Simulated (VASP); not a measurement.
An input for Quantum ESPRESSO's pw.x (written as the equivalent of a VASP run, and not itself run):

```
&CONTROL
  calculation = 'scf'
  pseudo_dir = './pseudo'
  outdir = './out'
  tprnfor = .true.
  tstress = .true.
/
&SYSTEM
  ibrav = 0
  nat = 2
  ntyp = 2
  ecutwfc = 84
  occupations = 'smearing'
  smearing = 'methfessel-paxton'
  degauss = 0.00735
  input_dft = 'vdw-df-cx'
/
&ELECTRONS
  conv_thr = 7.3e-09
  electron_maxstep = 100
/
ATOMIC_SPECIES
  Zn 65.380 Zn.upf
  Au 196.967 Au.upf
CELL_PARAMETERS angstrom
     3.0751486    0.0000000    0.0000000
     0.0000000    3.0751486    0.0000000
     0.0000000    0.0000000    3.0751486
ATOMIC_POSITIONS crystal
  Zn   0.5000000  0.5000000  0.5000000
  Au   0.0000000  0.0000000  0.0000000
K_POINTS automatic
  12 12 12 0 0 0
```

Question: Translate this input to VASP (INCAR, KPOINTS, POSCAR, choice of POTCAR).

Answer: One answer among several that fit: 
File KPOINTS:
```
Automatic mesh
0
Gamma
12 12 12
0 0 0
```

**INCAR**
```
# general
SYSTEM    =  AuZn
PREC      =  Accurate
ENCUT     =  520
LREAL     =  .False.   # projection in real space or not
LASPH     =  .True.   # aspherical one-centre terms

# electronic loop
EDIFF     =  1E-7   # SCF stop (eV)
NELM      =  100
ALGO      =  Normal   # blocked Davidson
LMAXMIX   =  6

# smearing
ISMEAR    =  1   # Methfessel-Paxton
SIGMA     =  0.1   # width (eV)

# functional
GGA       =  CX
LUSE_VDW  =  .True.
AGGAC     =  0.0

# ions
ISIF      =  2   # forces and stress, cell fixed

# output
LWAVE     =  .False.
LCHARG    =  .False.
```

### POSCAR
```
AuZn
1
    3.0751486312     0.0000000000     0.0000000000
    0.0000000000     3.0751486312     0.0000000000
    0.0000000000     0.0000000000     3.0751486312
Zn Au
1 1
Direct
  0.5000000000   0.5000000000   0.5000000000
  0.0000000000   0.0000000000   0.0000000000
```

POTCAR, in this order: Zn Au (PBE.64 set). Program: vasp_std.

The two are equivalent in intent, not identical: the potentials are each code's own (VASP's PAW set, PseudoDojo norm-conserving files in pw.x), so ENCUT and ecutwfc are chosen apart and not converted; conv_thr bounds pw.x's estimated SCF error, while EDIFF bounds the energy change between steps.

The compound is AuZn in the CsCl type structure. This cell is one point of a volume scan, at 0.94 of the reference volume.
